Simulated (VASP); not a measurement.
Output of a VASP run:

File OSZICAR:
```
       N       E                     dE             d eps       ncg     rms          rms(c)
DAV:   1     0.146949430543E+03    0.14695E+03   -0.10444E+04  2712   0.139E+03
DAV:   2    -0.134374569999E+02   -0.16039E+03   -0.15543E+03  3350   0.357E+02
DAV:   3    -0.212033339343E+02   -0.77659E+01   -0.76869E+01  3823   0.764E+01
DAV:   4    -0.215425744769E+02   -0.33924E+00   -0.33924E+00  3580   0.135E+01
DAV:   5    -0.215477269623E+02   -0.51525E-02   -0.51562E-02  3708   0.168E+00    0.193E+01
DAV:   6    -0.189800667341E+02    0.25677E+01   -0.13201E+01  2894   0.342E+01    0.818E+00
DAV:   7    -0.188564161046E+02    0.12365E+00   -0.11017E+00  3367   0.913E+00    0.588E+00
DAV:   8    -0.188332321725E+02    0.23184E-01   -0.18845E-01  3184   0.422E+00    0.707E-01
DAV:   9    -0.188294535234E+02    0.37786E-02   -0.27335E-02  3392   0.149E+00    0.667E-01
DAV:  10    -0.188294582275E+02   -0.47041E-05   -0.13820E-03  3782   0.463E-01    0.201E-01
DAV:  11    -0.188295735257E+02   -0.11530E-03   -0.48599E-04  3009   0.209E-01    0.879E-02
DAV:  12    -0.188295154296E+02    0.58096E-04   -0.59724E-05  3004   0.766E-02    0.371E-03
DAV:  13    -0.188295197244E+02   -0.42947E-05   -0.21131E-06  3605   0.167E-02    0.310E-03
DAV:  14    -0.188295175467E+02    0.21777E-05   -0.10816E-07  2017   0.331E-03    0.614E-04
DAV:  15    -0.188295172226E+02    0.32405E-06   -0.21317E-08  1762   0.136E-03    0.232E-04
DAV:  16    -0.188295176377E+02   -0.41505E-06   -0.64369E-09  1507   0.840E-04    0.103E-04
DAV:  17    -0.188295175151E+02    0.12261E-06   -0.11641E-09  1467   0.385E-04    0.348E-05
DAV:  18    -0.188295174974E+02    0.17687E-07   -0.35215E-10  1452   0.156E-04
   1 F= -.18829517E+02 E0= -.18829517E+02  d E =0.000000E+00
```

### OUTCAR
```
------------------------ aborting loop because EDIFF is reached ----------------------------------------
  FORCE on cell =-STRESS in cart. coord.  units (eV):
  Direction    XX          YY          ZZ          XY          YZ          ZX
  --------------------------------------------------------------------------------------
  Total        0.0356284      0.0356284      0.0356284      0.0000000     -0.0000000     -0.0000000
  in kB        1.8859534      1.8859534      1.8859534      0.0000000     -0.0000000     -0.0000000
  external PRESSURE =       1.8859534 kB  Pullay stress =       0.0000000 kB
  volume of cell :       30.27
      direct lattice vectors                 reciprocal lattice vectors
     0.000000000  2.473519079  2.473519079    -0.202141154  0.202141154  0.202141154
     2.473519079  0.000000000  2.473519079     0.202141154 -0.202141154  0.202141154
     2.473519079  2.473519079  0.000000000     0.202141154  0.202141154 -0.202141154
 POSITION                                       TOTAL-FORCE (eV/Angst)
 -----------------------------------------------------------------------------------
      0.00000      0.00000      0.00000         0.000000      0.000000      0.000000
      1.23676      1.23676      1.23676        -0.000000     -0.000000     -0.000000
 -----------------------------------------------------------------------------------
    total drift:                                0.000000      0.000000      0.000000
  FREE ENERGIE OF THE ION-ELECTRON SYSTEM (eV)
  ---------------------------------------------------
  free  energy   TOTEN  =       -18.8295174974 eV

  energy  without entropy=      -18.8295174974  energy(sigma->0) =      -18.82951750

 total charge

# of ion       s       p       d       tot
------------------------------------------
    1        2.163   6.018   1.547   9.728
    2        1.571   3.473   0.000   5.044
--------------------------------------------------
tot          3.735   9.491   1.547  14.772
```
(Selected blocks of OUTCAR.)

**POSCAR**
```
ZrO
1
    0.0000000000     2.4735190791     2.4735190791
    2.4735190791     0.0000000000     2.4735190791
    2.4735190791     2.4735190791     0.0000000000
Zr O
1 1
Direct
  0.0000000000   0.0000000000   0.0000000000
  0.2500000000   0.2500000000   0.2500000000
```

Q: Write an INCAR and KPOINTS that could have produced this output.

A: This is not unique; one that fits is the input of the run itself, PBEsol GGA, plane waves, VASP's PBE PAW potentials (set 64).

INCAR:
```
ALGO  =  Normal
EDIFF  =  1E-7
ENCUT  =  520
GGA  =  PS
ISIF  =  2
ISMEAR  =  -5
LASPH  =  T
LCHARG  =  T
LMAXMIX  =  4
LORBIT  =  11
LREAL  =  F
LWAVE  =  F
NEDOS  =  601
NELM  =  100
PREC  =  Accurate
SYSTEM  =  ZrO
```

File KPOINTS:
```
kpoints
0
Gamma
14 14 14
```

POTCAR, in this order: Zr_sv O (PBE.64 set). Program: vasp_std.

For a metal the tetrahedron method with Blöchl corrections gives inexact stress and forces.

The structure was generated: ZrO was put into the zinc blende type (F-43m), which need not be its known phase. It was relaxed first, which changed the volume by -30 %.
